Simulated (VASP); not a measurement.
Calculation: PBE GGA, VASP's PBE PAW potentials (set 64) (plane waves; VASP 6.6.1).

Gaps are without spin-orbit coupling.

* **volume per atom**: 22.89 Å³/atom
* **band gap (over mesh and band path)**: 5.03 eV
* **smallest direct gap (over mesh and band path)**: 5.03 eV

Q: Which relaxed crystal gives these values?
A) AgCl, Fm-3m (225)
B) CdTe, F-43m (216)
C) HgS, P3_221 (154)
D) NaCl, Fm-3m (225)

A: D, NaCl, Fm-3m (225)
